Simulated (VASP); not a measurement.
A convergence study with VASP on CdS (zinc blende): one setting is varied, all else stays as given below, so the limit is that of these other settings.

```
CdS
1.0
    0.00000     2.91000     2.91000
    2.91000     0.00000     2.91000
    2.91000     2.91000     0.00000
Cd S
1 1
Direct
  0.00000   0.00000   0.00000
  0.25000   0.25000   0.25000
```

Calculation: PBEsol GGA, VASP's PBE PAW potentials (set 64) (plane waves; VASP). The tightest run used: 550 eV cut-off, 17×17×17 Γ-centred mesh, tetrahedra with Blöchl corrections, potentials Cd S.

Gaps are read on the run's mesh, which can miss a band edge.

### Question
The settings run are 3×3×3 mesh; 4×4×4 mesh; 5×5×5 mesh; 6×6×6 mesh; 7×7×7 mesh; 8×8×8 mesh; 9×9×9 mesh; 10×10×10 mesh; 11×11×11 mesh; 12×12×12 mesh; 13×13×13 mesh; 14×14×14 mesh; 15×15×15 mesh; 16×16×16 mesh; 17×17×17 mesh. From which on does the stress (every component) stay within 0.5 GPa of the tightest run?

### Answer
From 4×4×4 mesh on: it is off by 0.18 there and by no more than 0.5 in any finer run, while 3×3×3 mesh is off by 0.78.
| setting | E (eV/atom) | pressure (GPa) | gap on the mesh (eV) | irreducible k-points | difference judged (GPa) |
|---|---|---|---|---|---|
| 3×3×3 mesh | -3.3202 | 1.31 | 0.979 | 4 | 0.78 |
| 4×4×4 mesh | -3.3878 | 0.71 | 1.009 | 8 | 0.18 |
| 5×5×5 mesh | -3.4017 | 0.57 | 1.018 | 10 | 0.04 |
| 6×6×6 mesh | -3.4051 | 0.54 | 1.021 | 16 | 0.01 |
| 7×7×7 mesh | -3.4061 | 0.53 | 1.022 | 20 | 0.00 |
| 8×8×8 mesh | -3.4064 | 0.53 | 1.022 | 29 | 0.00 |
| 9×9×9 mesh | -3.4065 | 0.53 | 1.022 | 35 | 0.00 |
| 10×10×10 mesh | -3.4065 | 0.53 | 1.022 | 47 | 0.00 |
| 11×11×11 mesh | -3.4066 | 0.53 | 1.022 | 56 | 0.00 |
| 12×12×12 mesh | -3.4066 | 0.53 | 1.022 | 72 | 0.00 |
| 13×13×13 mesh | -3.4066 | 0.53 | 1.022 | 84 | 0.00 |
| 14×14×14 mesh | -3.4066 | 0.53 | 1.022 | 104 | 0.00 |
| 15×15×15 mesh | -3.4066 | 0.53 | 1.022 | 120 | 0.00 |
| 16×16×16 mesh | -3.4066 | 0.53 | 1.023 | 145 | 0.00 |
| 17×17×17 mesh | -3.4066 | 0.53 | 1.022 | 165 | 0.00 |

Left out are rungs that failed or repeat a setting and relaxations that didn't move; long series are thinned to 24 rows.

The compound is CdS in the zinc blende structure, a metastable form; wurtzite is the usual one. The cell was not relaxed at this level.
